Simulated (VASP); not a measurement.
Given:

```
CELL_PARAMETERS angstrom
      0.00000     1.80659     1.80659
      1.80659     0.00000     1.80659
      1.80659     1.80659     0.00000
ATOMIC_POSITIONS crystal
  B  0.00000 0.00000 0.00000
  N  0.75000 0.75000 0.75000
```

The numbers are results of r2SCAN meta-GGA, VASP's PBE PAW potentials (set 64) (plane waves; VASP), not measurements. Run with 520 eV cut-off, 14×14×14 Γ-centred mesh, tetrahedra with Blöchl corrections, potentials B N.

Problem. Give the energies of bands 2 to 7 at the high-symmetry points, in eV from the valence-band maximum.

Solution. 
| band | Γ | X | U | L | W |
|---|---|---|---|---|---|
| 2 | 0.00 | -9.33 | -8.52 | -11.10 | -7.97 |
| 3 | 0.00 | -5.11 | -7.92 | -2.02 | -7.22 |
| 4 | 0.00 | -5.11 | -4.24 | -2.02 | -6.70 |
| 5 | 9.53 | 4.98 | 7.50 | 10.81 | 10.34 |
| 6 | 9.53 | 9.82 | 13.70 | 11.48 | 14.27 |
| 7 | 9.53 | 19.28 | 16.98 | 11.48 | 15.47 |

The gap is indirect, 4.98 eV, from the valence maximum at Γ to the conduction minimum at X.

The structure comes from a computed database's BN entry (F-43m); how it stands against other phases isn't given here. It was relaxed first.
